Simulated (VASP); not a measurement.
```
CELL_PARAMETERS angstrom
      0.00000     2.30910     2.30910
      2.30910     0.00000     2.30910
      2.30910     2.30910     0.00000
ATOMIC_POSITIONS crystal
  Ga 0.00000 0.00000 0.00000
  N  0.25000 0.25000 0.25000
```

The numbers are results of revPBE GGA, VASP's PBE PAW potentials (set 64) (plane waves; VASP 6.6.1), not measurements. Settings: 520 eV cut-off, 10×10×10 Γ-centred mesh, Gaussian smearing of 0.050 eV, potentials Ga_d N.

Q: Give the stress tensor in GPa (positive for a compressed cell).

A: 
```
-4.40   0.00   0.00
 0.00  -4.40   0.00
 0.00   0.00  -4.40
```
The pressure is its mean diagonal, -4.40 GPa.

The compound is GaN in the zinc blende structure, a metastable form; wurtzite is the usual one. This cell is one point of a volume scan, at 1.03 of the reference volume.
